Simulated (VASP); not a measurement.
# AgRh under changes of volume

One of the cells (16.385 Å³/atom); the others are scaled copies at fixed shape and fractional positions:

```
CELL_PARAMETERS angstrom
2.79598 0.00000 0.00000
-1.39799 2.42139 0.00000
0.00000 0.00000 4.84045
ATOMIC_POSITIONS crystal
Ag 0.00000 0.00000 0.50000
Rh 0.66667 0.33333 0.00000
```

The cell comes from a database or a generator and needn't be the stable form of this composition.

| Quantity | Value |
| --- | --- |
| Program | VASP 6.6.1 |
| Functional | PBEsol |
| Potentials or basis | VASP PAW PBE potentials, release 64 (Ag, Rh_pv) |
| Cutoff | 520 eV |
| k mesh | 11 × 11 × 6 |
| Occupations | fermi-dirac, width 0.05 eV |
| Spin | no spin polarisation |

```tsv
volume (Å³/atom)	energy over the lowest point (meV/atom)	pressure (GPa)
15.100	0.00	-1.1
15.421	5.86	-4.8
15.743	18.59	-8.0
16.385	61.30	-13.2
16.707	89.80	-15.3
17.028	?	?
```

Q: What does the run at 17.028 Å³/atom give?

A: Energy over the lowest point 122.22 meV/atom; pressure -17.1 GPa.

Worked out: A Birch-Murnaghan fit of order 3 (a polynomial in V^(-2/3)) to the other rows has its minimum at 15.02 Å³/atom, just outside them, with B0 = V·E''(V) = 192 GPa and B' = 5.5 at fixed shape and positions, which overstates the stiffness. It gives 122.12 meV/atom at 17.028 Å³/atom, against the run's 122.22, and -dE/dV = -17.0 GPa, against -17.1.

Energies are extrapolated to zero smearing.

Caveats: the PAW data sets were made with another functional, which shifts forces and pressure a little.
